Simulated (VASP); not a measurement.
```
CoTi
1.0
    2.99000     0.00000     0.00000
    0.00000     2.99000     0.00000
    0.00000     0.00000     2.99000
Ti Co
1 1
Cartesian
  0.00000   0.00000   0.00000
  1.49500   1.49500   1.49500
```

Level of theory: SCAN meta-GGA, VASP's PBE PAW potentials (set 64) (plane waves; VASP). Settings: 520 eV cut-off, 11×11×11 Γ-centred mesh, first-order Methfessel-Paxton smearing of 0.10 eV, potentials Ti_sv Co.

Energy and stress use the plane-wave basis of the starting cell.

Question: The ions, cell shape and volume are relaxed. Which structure does the run end with?

Answer: 
```
CoTi
1.0
    2.94531     0.00000     0.00000
    0.00000     2.94531     0.00000
    0.00000     0.00000     2.94531
Ti Co
1 1
Direct
  0.00000   0.00000   0.00000
  0.50000   0.50000   0.50000
```
Space group Pm-3m (221), at a tolerance of 0.03 Å.

Question: How do energy and volume change from the first to the last step?

Answer: The energy (σ→0) changes by -16.8 meV/atom and the volume by -4.4 %, in 8 ionic steps.

The compound is TiCo in the CsCl type structure. This run relaxes it. Symmetry was kept, so distortions that lower it aren't found. The run is not spin-polarised, so no magnetic state was tried. The electron count is odd and the run is not spin-polarised, which forces a metal.
